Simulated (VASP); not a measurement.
**ZnSn4: relaxation of cell and atoms with PBE**

The system is ZnSn4.

```
CELL_PARAMETERS angstrom
-3.27476 3.27476 3.27476
3.27476 -3.27476 3.27476
3.27476 3.27476 -3.27476
ATOMIC_POSITIONS crystal
Zn 0.00000 0.00000 0.00000
Sn 0.00000 0.00000 0.50000
Sn 0.00000 0.50000 0.00000
Sn 0.50000 0.00000 0.00000
Sn 0.50000 0.50000 0.50000
```

The cell was built by a generator and needn't be a form met in nature.

The cell isn't the ideal one: species swapped into the MnGa4 type (Im-3m, No. 229).

```
Program                : VASP 6.6.1
Task                   : relaxation of cell and atoms
Functional             : PBE
Potentials or basis    : VASP PAW PBE potentials, release 64 (Zn, Sn_d)
Cutoff                 : 600 eV
k mesh                 : 8 × 8 × 8
Occupations            : gaussian, width 0.1 eV
Spin                   : no spin polarisation
Dipole correction      : no
Further INCAR settings : ALGO = Fast; EDIFF = 1e-07; IBRION = 2; EDIFFG = -0.01; NSW = 100; ISIF = 3
```

- Relaxed volume: 28.31 Å³/atom
- Relaxed cell: a = 5.687 Å, b = 5.687 Å, c = 5.687 Å, α = 109.47°, β = 109.47°, γ = 109.47°
- Space group after relaxing (to 0.05 Å): Im-3m (No. 229)
- Energy gained by relaxing: 0.2 meV/atom
- Ionic steps: 2
- Pressure after relaxing: 0.0 GPa
- Band gap on the k mesh: none (metal or under the smearing width)

Step by step:
| step | energy change (eV) | largest force (eV/Å) | pressure (GPa) | volume (Å³) |
| --- | --- | --- | --- | --- |
| 1 | 0.0000 | 0.0000 | 0.30 | 140.47 |
| 2 | -0.0009 | 0.0000 | -0.04 | 141.56 |

Final structure:
```
Zn Sn
1.0
    -3.28314    3.28314    3.28314
     3.28314   -3.28314    3.28314
     3.28314    3.28314   -3.28314
Zn Sn
1 4
Direct
  0.00000 0.00000 0.00000
  0.00000 0.00000 0.50000
  0.00000 0.50000 0.00000
  0.50000 0.00000 0.00000
  0.50000 0.50000 0.50000
```

Levels at points of the mesh, in eV from the Fermi level:
```csv
k point,band 31,band 32,band 33,band 34,band 35,band 36,band 37,band 38
"(0.00, 0.00, 0.00)",-3.26,-3.26,-1.89,-1.89,-1.89,-1.40,2.80,2.80
"(0.50, 0.00, 0.00)",-3.21,-0.76,-0.62,0.06,0.38,1.44,1.73,1.94
"(0.50, 0.50, 0.50)",-3.76,-2.60,-0.15,-0.15,-0.15,3.56,3.56,3.56
```

It took 4.6 min on 1 thread of AMD EPYC 9R45 96-Core Processor (Zen 5) (shared host), peak memory 0.4 GiB.
